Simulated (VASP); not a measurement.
Output of a VASP run:

**OUTCAR**
```
 ion  position               nearest neighbor table
   1  0.000  0.000  0.000-   2 2.28   2 2.28   2 2.28   2 2.28   2 2.28   2 2.28
   2  0.500  0.500  0.500-   1 2.28   1 2.28   1 2.28   1 2.28   1 2.28   1 2.28
  LATTYP: Found a face centered cubic cell.
 ALAT       =     4.5502392518
 Subroutine PRICEL returns:
 Original cell was already a primitive cell.
 Subroutine GETGRP returns: Found 48 space group operations
The static configuration has the point symmetry O_h .
The dynamic configuration has the point symmetry O_h .
 Subroutine INISYM returns: Found 48 space group operations
 Subroutine IBZKPT returns following result:
 Found     84 irreducible k-points:

 Following reciprocal coordinates:
            Coordinates               Weight
  0.000000  0.000000  0.000000      1.000000
  0.076923  0.000000  0.000000      8.000000
  0.153846  0.000000  0.000000      8.000000
  0.230769  0.000000  0.000000      8.000000
  0.307692  0.000000  0.000000      8.000000
  0.384615  0.000000  0.000000      8.000000
  0.461538  0.000000  0.000000      8.000000
  0.076923  0.076923  0.000000      6.000000
  0.153846  0.076923  0.000000     24.000000
  0.230769  0.076923  0.000000     24.000000
  0.307692  0.076923  0.000000     24.000000
  0.384615  0.076923  0.000000     24.000000
  0.461538  0.076923  0.000000     24.000000
 -0.461538  0.076923  0.000000     24.000000
 -0.384615  0.076923  0.000000     24.000000
 -0.307692  0.076923  0.000000     24.000000
 -0.230769  0.076923  0.000000     24.000000
 -0.153846  0.076923  0.000000     24.000000
 -0.076923  0.076923  0.000000     12.000000
  0.153846  0.153846  0.000000      6.000000
  0.230769  0.153846  0.000000     24.000000
  0.307692  0.153846  0.000000     24.000000
  0.384615  0.153846  0.000000     24.000000
  0.461538  0.153846  0.000000     24.000000
 -0.461538  0.153846  0.000000     24.000000
 -0.384615  0.153846  0.000000     24.000000
 -0.307692  0.153846  0.000000     24.000000
 -0.230769  0.153846  0.000000     24.000000
 -0.153846  0.153846  0.000000     12.000000
  0.230769  0.230769  0.000000      6.000000
  0.307692  0.230769  0.000000     24.000000
  0.384615  0.230769  0.000000     24.000000
  0.461538  0.230769  0.000000     24.000000
 -0.461538  0.230769  0.000000     24.000000
 -0.384615  0.230769  0.000000     24.000000
 -0.307692  0.230769  0.000000     24.000000
 -0.230769  0.230769  0.000000     12.000000
  0.307692  0.307692  0.000000      6.000000
  0.384615  0.307692  0.000000     24.000000
  0.461538  0.307692  0.000000     24.000000
 Subroutine IBZKPT_HF returns following result:
   k-points           NKPTS =     84   k-points in BZ     NKDIM =     84   number of bands    NBANDS=     33
   number of dos      NEDOS =   1001   number of ions     NIONS =      2
   total plane-waves  NPLWV =  13824
   dimension x,y,z NGX =    24 NGY =   24 NGZ =   24
   dimension x,y,z NGXF=    48 NGYF=   48 NGZF=   48
   ions per type =               1   1
   PREC   = accura    normal or accurate (medium, high low for compatibility)
   ISTART =      0    job   : 0-new  1-cont  2-samecut
   ICHARG =      2    charge: 1-file 2-atom 10-const
   ISPIN  =      1    spin polarized calculation?
   LNONCOLLINEAR =      F non collinear calculations
   LSORBIT =      F    spin-orbit coupling
   INIWAV =      1    electr: 0-lowe 1-rand  2-diag
   ENCUT  =  520.0 eV  38.22 Ry    6.18 a.u.   5.98  5.98  5.98*2*pi/ulx,y,z
   NELM   =    100;   NELMIN=  2; NELMDL= -5     # of ELM steps
   EDIFF  = 0.1E-06   stopping-criterion for ELM
   LREAL  =      F    real-space projection
   NLSPLINE    = F    spline interpolate recip. space projectors
   LMAXMIX     =    2 max onsite mixed and CHGCAR
   VOSKOWN=      0    Vosko Wilk Nusair interpolation
   EDIFFG = 0.1E-05   stopping-criterion for IOM
   NSW    =      0    number of steps for IOM
   NBLOCK =      1;   KBLOCK =      1    inner block; outer block
...
```

File OSZICAR:
```
       N       E                     dE             d eps       ncg     rms          rms(c)
DAV:   1     0.127882598261E+03    0.12788E+03   -0.55341E+03  5991   0.533E+02
DAV:   2    -0.776512603558E+01   -0.13565E+03   -0.12391E+03  5777   0.202E+02
DAV:   3    -0.155083586869E+02   -0.77432E+01   -0.76765E+01  6677   0.413E+01
DAV:   4    -0.155624870033E+02   -0.54128E-01   -0.54113E-01  6459   0.340E+00
DAV:   5    -0.155625999778E+02   -0.11297E-03   -0.11297E-03  6674   0.162E-01    0.474E+00
DAV:   6    -0.121915203160E+02    0.33711E+01   -0.59254E-01  6323   0.600E+00    0.158E+00
DAV:   7    -0.121864725063E+02    0.50478E-02   -0.74496E-01  5933   0.459E+00    0.175E+00
DAV:   8    -0.122612996853E+02   -0.74827E-01   -0.30376E-01  5587   0.306E+00    0.678E-01
DAV:   9    -0.118551864253E+02    0.40611E+00   -0.58338E-02  5590   0.163E+00    0.843E-01
DAV:  10    -0.120919151830E+02   -0.23673E+00   -0.74757E-02  5567   0.181E+00    0.168E-01
DAV:  11    -0.120916777842E+02    0.23740E-03   -0.48280E-03  6939   0.336E-01    0.192E-01
DAV:  12    -0.120885876694E+02    0.30901E-02   -0.73671E-04  5895   0.170E-01    0.852E-02
DAV:  13    -0.120912811632E+02   -0.26935E-02   -0.69341E-04  5737   0.188E-01    0.751E-02
DAV:  14    -0.120916005290E+02   -0.31937E-03   -0.14160E-04  6279   0.676E-02    0.895E-02
DAV:  15    -0.120916428962E+02   -0.42367E-04   -0.14567E-05  6100   0.224E-02    0.920E-02
DAV:  16    -0.120916405548E+02    0.23414E-05   -0.12071E-06  6561   0.567E-03    0.875E-02
DAV:  17    -0.120916230773E+02    0.17477E-04   -0.32742E-06  5777   0.125E-02    0.761E-02
DAV:  18    -0.120916225040E+02    0.57339E-06   -0.86083E-07  6167   0.472E-03    0.707E-02
DAV:  19    -0.120916252360E+02   -0.27320E-05   -0.81718E-06  5853   0.145E-02    0.464E-02
DAV:  20    -0.120916277945E+02   -0.25585E-05   -0.51567E-06  6288   0.110E-02    0.255E-02
DAV:  21    -0.120916388084E+02   -0.11014E-04   -0.42509E-06  5731   0.107E-02    0.803E-03
DAV:  22    -0.120916417142E+02   -0.29059E-05   -0.62130E-07  6798   0.353E-03    0.207E-03
DAV:  23    -0.120916442117E+02   -0.24974E-05   -0.56379E-08  5830   0.131E-03    0.497E-04
DAV:  24    -0.120916441341E+02    0.77549E-07   -0.18892E-08  5692   0.679E-04
   1 F= -.12091644E+02 E0= -.12091644E+02  d E =-.175054E-41
 imaginary and real dielectric function
```

OUTCAR:
```
------------------------ aborting loop because EDIFF is reached ----------------------------------------
  FORCE on cell =-STRESS in cart. coord.  units (eV):
  Direction    XX          YY          ZZ          XY          YZ          ZX
  --------------------------------------------------------------------------------------
  Total       -0.0021329     -0.0021329     -0.0021329     -0.0000000      0.0000000      0.0000000
  in kB       -0.1450918     -0.1450918     -0.1450918     -0.0000000      0.0000000      0.0000000
  external PRESSURE =      -0.1450918 kB  Pullay stress =       0.0000000 kB
  volume of cell :       23.55
      direct lattice vectors                 reciprocal lattice vectors
     0.000000000  2.275119626  2.275119626    -0.219768664  0.219768664  0.219768664
     2.275119626  0.000000000  2.275119626     0.219768664 -0.219768664  0.219768664
     2.275119626  2.275119626  0.000000000     0.219768664  0.219768664 -0.219768664
  FREE ENERGIE OF THE ION-ELECTRON SYSTEM (eV)
  ---------------------------------------------------
  free  energy   TOTEN  =       -12.0916441341 eV

  energy  without entropy=      -12.0916441341  energy(sigma->0) =      -12.09164413

 plasma frequency squared (from intraband transitions) (eV^2)
  --------------------------------------------------------------------------------------
       0.000       0.000       0.000
       0.000       0.000       0.000
       0.000       0.000       0.000

 plasma frequency squared (from interband transitions, int dw w eps(2)(w)) (eV^2)
  --------------------------------------------------------------------------------------
     518.356       0.000       0.000       0.000       0.000      -0.000
       0.000      -0.000     518.356       0.000       0.000      -0.000
       0.000       0.000       0.000       0.000     518.356       0.000
```
(Selected blocks of OUTCAR.)

**POSCAR**
```
NaF
1
    0.0000000000     2.2751196259     2.2751196259
    2.2751196259     0.0000000000     2.2751196259
    2.2751196259     2.2751196259     0.0000000000
Na F
1 1
Direct
  0.0000000000   0.0000000000   0.0000000000
  0.5000000000   0.5000000000   0.5000000000
```

**Question.** Reconstruct the remaining input files.

**Answer.** This is not unique; one that fits is the input of the run itself, r2SCAN+rVV10, plane waves, VASP's PBE PAW potentials (set 64).

**KPOINTS**
```
Automatic mesh
0
Gamma
13 13 13
0 0 0
```

### INCAR
```
SYSTEM = NaF
PREC = Accurate
ENCUT = 520
EDIFF = 1E-7
NELM = 100
ALGO = Normal
LREAL = .FALSE.
LASPH = .TRUE.
ISMEAR = 0
SIGMA = 0.01
METAGGA = R2SCAN
LUSE_VDW = .TRUE.
BPARAM = 11.95
CPARAM = 0.0093
LMIXTAU = .TRUE.
LWAVE = .FALSE.
LCHARG = .FALSE.
LOPTICS = .TRUE.
LPEAD = .TRUE.
NBANDS = 33
NEDOS = 1001
CSHIFT = 0.1
```

POTCAR, in this order: Na_pv F (PBE.64 set). Program: vasp_std.

The structure comes from a measured NaF entry (Fm-3m) of the Crystallography Open Database, whose conditions weren't checked. It was relaxed first, which changed the volume by -5 %.
